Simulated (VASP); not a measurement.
Output of a VASP run:

File OSZICAR:
```
       N       E                     dE             d eps       ncg     rms          rms(c)
DAV:   1     0.552227288673E+03    0.55223E+03   -0.34926E+04  2784   0.155E+03
DAV:   2    -0.224322781448E+02   -0.57466E+03   -0.55603E+03  2260   0.615E+02
DAV:   3    -0.540880282753E+02   -0.31656E+02   -0.29723E+02  2620   0.130E+02
DAV:   4    -0.556474546478E+02   -0.15594E+01   -0.15050E+01  2472   0.243E+01
DAV:   5    -0.557386235463E+02   -0.91169E-01   -0.87459E-01  2372   0.566E+00    0.352E+01
DAV:   6    -0.548766716410E+02    0.86195E+00   -0.42346E+01  2460   0.607E+01    0.174E+01
DAV:   7    -0.528133247116E+02    0.20633E+01   -0.43062E+01  2476   0.672E+01    0.140E+01
DAV:   8    -0.511559021921E+02    0.16574E+01   -0.50786E+00  2572   0.207E+01    0.302E+00
DAV:   9    -0.511070618812E+02    0.48840E-01   -0.61557E-01  2588   0.727E+00    0.159E+00
DAV:  10    -0.510983318887E+02    0.87300E-02   -0.30986E-02  2412   0.148E+00    0.438E-01
DAV:  11    -0.510983081076E+02    0.23781E-04   -0.24535E-03  2516   0.406E-01    0.947E-02
DAV:  12    -0.510981521289E+02    0.15598E-03   -0.47251E-04  2612   0.250E-01    0.160E-02
DAV:  13    -0.510981533581E+02   -0.12293E-05   -0.19343E-05  1912   0.498E-02    0.161E-02
DAV:  14    -0.510981497349E+02    0.36233E-05   -0.85487E-06  1400   0.457E-02    0.693E-03
DAV:  15    -0.510981498077E+02   -0.72821E-07   -0.15825E-06  1148   0.108E-02
   1 F= -.51098150E+02 E0= -.51079202E+02  d E =-.378964E-01
```

OUTCAR:
```
------------------------ aborting loop because EDIFF is reached ----------------------------------------
  FORCE on cell =-STRESS in cart. coord.  units (eV):
  Direction    XX          YY          ZZ          XY          YZ          ZX
  --------------------------------------------------------------------------------------
  Total       -7.2380664     -7.2380664     -7.2380664     -0.0000000     -0.0000000      0.0000000
  in kB     -125.5926141   -125.5926141   -125.5926141     -0.0000000     -0.0000000      0.0000000
  external PRESSURE =    -125.5926141 kB  Pullay stress =       0.0000000 kB
  volume of cell :       92.34
      direct lattice vectors                 reciprocal lattice vectors
     0.000000000  3.587399000  3.587399000    -0.139376746  0.139376746  0.139376746
     3.587399000  0.000000000  3.587399000     0.139376746 -0.139376746  0.139376746
     3.587399000  3.587399000  0.000000000     0.139376746  0.139376746 -0.139376746
 POSITION                                       TOTAL-FORCE (eV/Angst)
 -----------------------------------------------------------------------------------
      0.89685      0.89685      0.89685        -0.000000      0.000000      0.000000
      0.89685      2.69055      2.69055        -0.000000      0.000000      0.000000
      2.69055      0.89685      2.69055        -0.000000      0.000000      0.000000
      2.69055      2.69055      0.89685        -0.000000      0.000000      0.000000
      5.38110      5.38110      5.38110         0.000000      0.000000      0.000000
      3.58740      3.58740      3.58740        -0.000000     -0.000000     -0.000000
 -----------------------------------------------------------------------------------
    total drift:                                0.000000      0.000000      0.000000
  FREE ENERGIE OF THE ION-ELECTRON SYSTEM (eV)
  ---------------------------------------------------
  free  energy   TOTEN  =       -51.0981498077 eV

  energy  without entropy=      -51.0602533737  energy(sigma->0) =      -51.07920159
```
(Selected blocks of OUTCAR.)

POSCAR:
```
ReRh2
1
    0.0000000000     3.5873990000     3.5873990000
    3.5873990000     0.0000000000     3.5873990000
    3.5873990000     3.5873990000     0.0000000000
Rh Re
4 2
Direct
  0.1250000000   0.1250000000   0.1250000000
  0.6250000000   0.1250000000   0.1250000000
  0.1250000000   0.6250000000   0.1250000000
  0.1250000000   0.1250000000   0.6250000000
  0.7500000000   0.7500000000   0.7500000000
  0.5000000000   0.5000000000   0.5000000000
```

Reconstruct the remaining input files.

One answer among several that fit: the input of the run itself, PBE GGA, plane waves, VASP's PBE PAW potentials (set 64).

### INCAR
```
SYSTEM=ReRh2
GGA=PE   # PBE
LMAXMIX=6
ALGO=Normal   # blocked Davidson
LASPH=.True.   # aspherical one-centre terms
ISMEAR=0   # Gaussian
NELM=100
LREAL=.False.   # projection in real space or not
SIGMA=0.1
ENCUT=300
ISIF=2   # forces and stress, cell fixed
EDIFF=1E-6
LWAVE=.False.
PREC=Accurate
LCHARG=.False.
```

KPOINTS:
```
Automatic mesh
0
Gamma
6 6 6
0 0 0
```

POTCAR, in this order: Rh_pv Re (PBE.64 set). Program: vasp_std.

At this cut-off the stress carries a Pulay error, which pulls relaxed volumes low.

The structure was generated: ReRh2 was put into an ordered model structure, which need not be its known phase. The cell was not relaxed at this level.
